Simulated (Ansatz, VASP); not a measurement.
**LiTaF6: VASP beside Ansatz**

Aim: how closely do two programs agree when they are given the same cell, functional and k mesh? The cell is taken from a series of runs on this material, whose earlier steps may have relaxed, scaled, displaced or heated it; both programs get it as it stands.

Program: Ansatz 0.2.0. Level of theory: plane waves, with VASP 6.6.1 beside it; G0W0 gap at r2SCAN. Results are calculated unless marked as measured.

**1. The starting structure**

Symmetry: R-3, No. 148, trigonal system. Conventional cell: a = 5.169 Å, b = 5.169 Å, c = 13.578 Å, α = 90.00°, β = 90.00°, γ = 120.00°. Nearest to Li lie 6 F at 1.99 Å. Nearest to Ta lie 6 F at 1.91 Å. F has 1 Ta at 1.91 Å and 1 Li at 1.99 Å nearest. Farther neighbours and most contacts between anions are not listed.

**2. VASP: G0W0 gap, r2SCAN**

Quasiparticle shifts depend on high empty states and on the cores, so they are the hardest test of two PAW sets.

Lines of VASP's logs that name or quote its potential files are left out, and so is its time.

The run reads the wave functions of an earlier VASP run, which isn't shown here.

Contents of INCAR:

```
SYSTEM = LiTaF6
PREC = Accurate
ENCUT = 520
ISMEAR = 0
SIGMA = 0.01
LREAL = .FALSE.
METAGGA = R2SCAN
LASPH = .TRUE.
NBANDS = 139
ALGO = EVGW0
NELMGW = 1
ENCUTGW = 60
NOMEGA = 64
PRECFOCK = Fast
NBANDSGW = 37
LWAVE = .FALSE.
LCHARG = .FALSE.
```

Contents of POSCAR:

```
LiTaF6
1.0
    2.5846681548      1.4922588549      4.5260013833
   -2.5846681548      1.4922588549      4.5260013833
    0.0000000000     -2.9845177099      4.5260013833
Li Ta F
1 1 6
Direct
    0.5000000000      0.5000000000      0.5000000000
    0.0000000000      0.0000000000      0.0000000000
    0.6496709700      0.2453906500      0.8609738100
    0.2453906500      0.8609738100      0.6496709700
    0.8609738100      0.6496709700      0.2453906500
    0.3503290300      0.7546093500      0.1390261900
    0.7546093500      0.1390261900      0.3503290300
    0.1390261900      0.3503290300      0.7546093500
```

Contents of KPOINTS:

```
Automatic mesh
0
Gamma
2 2 2
0 0 0
```

The projector-augmented-wave data sets are Li_sv_GW, Ta_sv_GW and F_GW (PBE family, release 64).

Started as:

```bash
$ export OMP_NUM_THREADS=3
$ mpirun -np 1 vasp_std
```

Numbers of over 12 decimals in the logs are rounded to 6 here.

The log of the run:

```text
[banner, memory and clock lines left out]
running    1 mpi-ranks, on    1 nodes
 distrk:  each k-point on    1 cores,    1 groups
 distr:  one band on    1 cores,    1 groups
 Offloading initialized ...    1 GPUs detected
 POSCAR found type information on POSCAR LiTaF
 POSCAR found :  3 types and       8 ions
|                                                                             |
|               ----> ADVICE to this user running VASP <----                  |
|                                                                             |
|     You enforced a specific xc type in the INCAR file but a different       |
|     [... a line on the potential file left out ...]
|     I HOPE YOU KNOW WHAT YOU ARE DOING!                                     |
|                                                                             |

|                                                                             |
|           W    W    AA    RRRRR   N    N  II  N    N   GGGG   !!!           |
|           W    W   A  A   R    R  NN   N  II  NN   N  G    G  !!!           |
|           W    W  A    A  R    R  N N  N  II  N N  N  G       !!!           |
|           W WW W  AAAAAA  RRRRR   N  N N  II  N  N N  G  GGG   !            |
|           WW  WW  A    A  R   R   N   NN  II  N   NN  G    G                |
|           W    W  A    A  R    R  N    N  II  N    N   GGGG   !!!           |
|                                                                             |
|     The default for ENCUTGWSOFT is different in this version of VASP.       |
|     please manually set ENCUTGWSOFT =60 in the INCAR file.                  |
|                                                                             |

 LDA part: xc-table for (None), standard interpolation
 found WAVECAR, reading the header
 POSCAR, INCAR and KPOINTS ok, starting setup
 FFT: planning ... GRIDC
 FFT: planning ... GRID_SOFT
 FFT: planning ... GRID
 reading WAVECAR
 the WAVECAR file was read successfully
 initial charge from wavefunction
 available memory per node:   1659.71 GB, setting MAXMEM to   1699548

 The Fermi energy was updated, please check that it is located mid-gap
 values below the HOMO (VB) or above the LUMO (CB) will cause erroneous energies
 E-fermi :   0.7128

 calculate exact exchange contribution
 the WAVEDER file was read successfully
energies w=
    0.000    0.000    1.739    0.000    3.475    0.000    5.202    0.000
    6.919    0.000    8.622    0.000   10.309    0.000   11.976    0.000
   13.624    0.000   15.250    0.000   16.854    0.000   18.436    0.000
   19.997    0.000   21.537    0.000   23.058    0.000   24.562    0.000
   26.049    0.000   27.522    0.000   28.984    0.000   30.437    0.000
   31.882    0.000   33.325    0.000   34.766    0.000   36.210    0.000
   37.660    0.000   39.119    0.000   40.591    0.000   42.080    0.000
   43.590    0.000   45.125    0.000   46.691    0.000   48.293    0.000
   49.936    0.000   51.628    0.000   53.374    0.000   55.183    0.000
   57.063    0.000   59.025    0.000   61.079    0.000   63.238    0.000
   65.516    0.000   67.931    0.000   70.501    0.000   73.250    0.000
   76.204    0.000   79.394    0.000   82.859    0.000   86.643    0.000
   90.803    0.000   95.406    0.000  100.536    0.000  106.299    0.000
  112.830    0.000  120.303    0.000  128.945    0.000  139.064    0.000
  151.080    0.000  165.583    0.000  183.436    0.000  205.941    0.000
  235.168    0.000  274.612    0.000  330.686    0.000  416.553    0.000
 responsefunction array rank=     119
 LDA part: xc-table for (None), standard interpolation

 min. memory requirement per mpi rank    212.8 MB, per node    212.8 MB

 allocating  64 responsefunctions rank=   119
 shmem allocating  64 responsefunctions rank=   119
 response function shared by NCSHMEM nodes    1
 Doing            64  frequencies on each core in blocks of            64
NQ=   1    0.0000    0.0000    0.0000,
|.........|.........|.........|.........|.........|.........|.........|.........
 performed         92000 updates of chi_q(r,r)
 total number of BLAS operations         10.44 Gflops
NQ=   2    0.5000    0.0000    0.0000,
|.........|.........|.........|.........|.........|.........|.........|.........
 performed        225000 updates of chi_q(r,r)
 total number of BLAS operations         23.82 Gflops
NQ=   3    0.5000    0.5000    0.0000,
|.........|.........|.........|.........|.........|.........|.........|.........
 performed        358000 updates of chi_q(r,r)
 total number of BLAS operations         37.20 Gflops
NQ=   4    0.5000    0.5000    0.5000,
|.........|.........|.........|.........|.........|.........|.........|.........
 performed        450000 updates of chi_q(r,r)
 total number of BLAS operations         45.80 Gflops
 resolving degeneracies of screened two electron integrals

 calculate QP shifts <psi_nk| G(iteration)W_0 |psi_nk>: iteration 1
 entering main loop
```

Parts of OUTCAR (step 2):

```text
ion  position               nearest neighbor table
   1  0.500  0.500  0.500-
   2  0.000  0.000  0.000-   5 1.91   8 1.91   6 1.91   3 1.91   7 1.91   4 1.91
   3  0.650  0.245  0.861-   2 1.91
   4  0.245  0.861  0.650-   2 1.91
   5  0.861  0.650  0.245-   2 1.91
   6  0.350  0.755  0.139-   2 1.91
   7  0.755  0.139  0.350-   2 1.91
   8  0.139  0.350  0.755-   2 1.91

  LATTYP: Found a trigonal (rhomboedric) cell.
 ALAT       =     5.4214421035
 COS(alpha) =     0.5454204115

 Subroutine GETGRP returns: Found  6 space group operations
 (whereof  6 operations were pure point group operations)

The static configuration has the point symmetry S_6 .

 Found      4 irreducible k-points:

   k-points           NKPTS =      4   k-points in BZ     NKDIM =      8   number of bands    NBANDS=    139

   dimension x,y,z NGX =    40 NGY =   40 NGZ =   40
   dimension x,y,z NGXF=    80 NGYF=   80 NGZF=   80

   ENCUT  =  520.0 eV  38.22 Ry    6.18 a.u.  10.08 10.08 10.08*2*pi/ulx,y,z

   NELECT =      58.0000    total number of electrons

  energy-cutoff  :      520.00
  volume of cell :      104.74
      direct lattice vectors                 reciprocal lattice vectors
     2.584668155  1.492258855  4.526001383     0.193448431  0.111687504  0.073648527
    -2.584668155  1.492258855  4.526001383    -0.193448431  0.111687504  0.073648527
     0.000000000 -2.984517710  4.526001383     0.000000000 -0.223375008  0.073648527

 k-points in reciprocal lattice and weights: Automatic mesh
   0.00000000  0.00000000  0.00000000       0.125
   0.50000000  0.00000000  0.00000000       0.375
   0.50000000  0.50000000  0.00000000       0.375
   0.50000000  0.50000000  0.50000000       0.125

 E-fermi :   0.7128

 QP shifts <psi_nk| G(iteration)W_0 |psi_nk>: iteration 1
 for sc-GW calculations column KS-energies equals QP-energies in previous step
 and V_xc(KS)=  KS-energies - (<T + V_ion + V_H > + <T+V_H+V_ion>^1  + <V_x>^1)
 k-point   1 :       0.0000    0.0000    0.0000
  band No.  KS-energies  QP-energies   sigma(KS)   V_xc(KS)     V^pw_x(r,r')   Z            occupation Imag(sigma)
    ...
     26      -3.0589      -4.8158     -25.7707     -23.5588     -30.5344       0.7943       2.0000       0.2763
     27      -3.0533      -4.8025     -25.7995     -23.6036     -30.5415       0.7966       2.0000       0.2736
     28      -2.7962      -4.5773     -25.8110     -23.5711     -30.6442       0.7952       2.0000       0.2786
     29      -2.7962      -4.5773     -25.8110     -23.5711     -30.6442       0.7952       2.0000       0.2786
     30       4.2931       6.8841     -13.9361     -17.0166     -10.8672       0.8411       0.0000      -0.1670
     31       4.3054       6.8929     -14.0817     -17.1737     -11.0533       0.8368       0.0000      -0.1663
     32       4.3054       6.8929     -14.0817     -17.1737     -11.0533       0.8368       0.0000      -0.1663
     33       6.7933       7.9377      -7.4570      -8.7535      -4.4976       0.8827       0.0000      -0.1314
    ...

 k-point   2 :       0.5000    0.0000    0.0000
  band No.  KS-energies  QP-energies   sigma(KS)   V_xc(KS)     V^pw_x(r,r')   Z            occupation Imag(sigma)
    ...
     26      -3.0700      -4.8635     -25.5487     -23.2766     -30.3587       0.7894       2.0000       0.2880
     27      -3.0560      -4.8618     -25.4754     -23.1965     -30.2872       0.7924       2.0000       0.2840
     28      -2.9727      -4.7743     -25.6285     -23.3570     -30.4646       0.7931       2.0000       0.2828
     29      -2.8653      -4.6540     -25.7257     -23.4746     -30.5559       0.7946       2.0000       0.2799
     30       4.2218       6.7966     -13.8489     -16.9024     -10.8010       0.8432       0.0000      -0.1651
     31       4.2658       6.8410     -14.0054     -17.0618     -11.0017       0.8426       0.0000      -0.1639
     32       4.3426       6.9276     -14.3224     -17.4153     -11.3711       0.8358       0.0000      -0.1637
     33       8.4115      10.5242     -11.3796     -13.8279      -8.3700       0.8629       0.0000      -0.1528
    ...

 k-point   3 :       0.5000    0.5000    0.0000
  band No.  KS-energies  QP-energies   sigma(KS)   V_xc(KS)     V^pw_x(r,r')   Z            occupation Imag(sigma)
    ...
     26      -3.1115      -4.9026     -25.5490     -23.2797     -30.3517       0.7893       2.0000       0.2836
     27      -3.1115      -4.9026     -25.5490     -23.2797     -30.3517       0.7893       2.0000       0.2836
     28      -3.0903      -4.9017     -25.4619     -23.1680     -30.2899       0.7896       2.0000       0.2857
     29      -2.8256      -4.6074     -25.7839     -23.5427     -30.6143       0.7950       2.0000       0.2789
     30       4.2872       6.8649     -14.2120     -17.2820     -11.2591       0.8397       0.0000      -0.1625
     31       4.2994       6.8905     -14.0224     -17.1120     -10.9734       0.8387       0.0000      -0.1669
     32       4.3834       6.9679     -14.5284     -17.6301     -11.6336       0.8332       0.0000      -0.1625
     33       8.5961      11.1869     -13.6678     -16.7183     -10.5628       0.8493       0.0000      -0.1649
    ...

 k-point   4 :       0.5000    0.5000    0.5000
  band No.  KS-energies  QP-energies   sigma(KS)   V_xc(KS)     V^pw_x(r,r')   Z            occupation Imag(sigma)
    ...
     26      -3.0756      -4.8428     -25.6889     -23.4542     -30.4701       0.7908       2.0000       0.2809
     27      -3.0756      -4.8428     -25.6889     -23.4542     -30.4701       0.7908       2.0000       0.2809
     28      -2.9627      -4.7606     -25.5932     -23.3276     -30.4115       0.7936       2.0000       0.2820
     29      -2.9627      -4.7606     -25.5932     -23.3276     -30.4115       0.7936       2.0000       0.2820
     30       4.3205       6.8893     -14.0013     -17.0645     -10.9779       0.8386       0.0000      -0.1654
     31       4.3752       6.9752     -14.3637     -17.4810     -11.3933       0.8340       0.0000      -0.1659
     32       4.3752       6.9752     -14.3637     -17.4810     -11.3933       0.8340       0.0000      -0.1659
     33       8.7561      10.1624      -8.4736     -10.0820      -5.5363       0.8743       0.0000      -0.1426
    ...
```

(Part 1 of 2 ends here.)

[Lines on the potential files, build, host, timing and source positions are cut from VASP's logs without a mark.]

[Logs are printed without paths, hosts, clocks, repeated set-up lines and the standing remarks that a program may print on its own settings, such as how far it seeks lower states.]

[Hosts, paths, dates, database ids (printed as entryN), source tags and the programs' standing remarks are cut or masked in the printed files.]
